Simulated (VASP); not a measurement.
A VASP calculation is set up with these files.

### KPOINTS
```
Automatic mesh
0
Gamma
9 9 9
0 0 0
```

**INCAR**
```
! general
SYSTEM   = SrO
PREC     = Accurate
ENCUT    = 520
LREAL    = .FALSE.
LASPH    = .TRUE.

! electronic loop
EDIFF    = 1E-7
NELM     = 100
ALGO     = Normal
LMAXMIX  = 4

! smearing
ISMEAR   = 0
SIGMA    = 0.05

! functional
GGA      = MK
LUSE_VDW = .TRUE.
AGGAC    = 0.0
PARAM1   = 0.1234568
PARAM2   = 0.7114
ZAB_VDW  = -1.8867

! ions
ISIF     = 2

! output
LWAVE    = .FALSE.
LCHARG   = .FALSE.
```

### POSCAR
```
SrO
1
    0.0000000000     2.5295686876     2.5295686876
    2.5295686876     0.0000000000     2.5295686876
    2.5295686876     2.5295686876     0.0000000000
Sr O
1 1
Direct
  0.0000000000   0.0000000000   0.0000000000
  0.5000000000   0.5000000000   0.5000000000
```

POTCAR, in this order: Sr_sv O (PBE.64 set). Program: vasp_std.

Question: Translate this rev-vdW-DF2 calculation to Quantum ESPRESSO's pw.x.

Answer: One equivalent input (not run):
```
&CONTROL
  calculation = 'scf'
  pseudo_dir = './pseudo'
  outdir = './out'
  tprnfor = .true.
  tstress = .true.
/
&SYSTEM
  ibrav = 0
  nat = 2
  ntyp = 2
  ecutwfc = 84
  occupations = 'smearing'
  smearing = 'gaussian'
  degauss = 0.003675
  input_dft = 'vdw-df2-b86r'
/
&ELECTRONS
  conv_thr = 7.3e-09
  electron_maxstep = 100
/
ATOMIC_SPECIES
  Sr 87.620 Sr.upf
  O 15.999 O.upf
CELL_PARAMETERS angstrom
     0.0000000    2.5295687    2.5295687
     2.5295687    0.0000000    2.5295687
     2.5295687    2.5295687    0.0000000
ATOMIC_POSITIONS crystal
  Sr   0.0000000  0.0000000  0.0000000
  O    0.5000000  0.5000000  0.5000000
K_POINTS automatic
  9 9 9 0 0 0
```
The two are equivalent in intent, not identical: the potentials are each code's own (VASP's PAW set, PseudoDojo norm-conserving files in pw.x), so ENCUT and ecutwfc are chosen apart and not converted; conv_thr bounds pw.x's estimated SCF error, while EDIFF bounds the energy change between steps.

The compound is SrO in the rock salt structure. This cell is one point of a volume scan, at 0.94 of the reference volume.
